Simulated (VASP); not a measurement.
Consider the following.

```
LiH
1.0
    0.00000     1.98708     1.98708
    1.98708     0.00000     1.98708
    1.98708     1.98708     0.00000
Li H
1 1
Direct
  0.00000   0.00000   0.00000
  0.50000   0.50000   0.50000
```

Level of theory: TPSS meta-GGA, VASP's PBE PAW potentials (set 64) (plane waves; VASP). Settings: 520 eV cut-off, 11×11×11 Γ-centred mesh, Gaussian smearing of 0.050 eV, potentials Li_sv H.

### Question
What does the run give for the energy per atom (σ→0), pressure?

### Answer

```
Quantity                        Value
---------------------  --------------
energy per atom (σ→0)  -3.600 eV/atom
pressure                    -1.42 GPa
```

Total energies compare only between runs with the same potentials, cut-off and functional.

The compound is LiH in the rock salt structure. This cell is one point of a volume scan, at 1.03 of the reference volume.
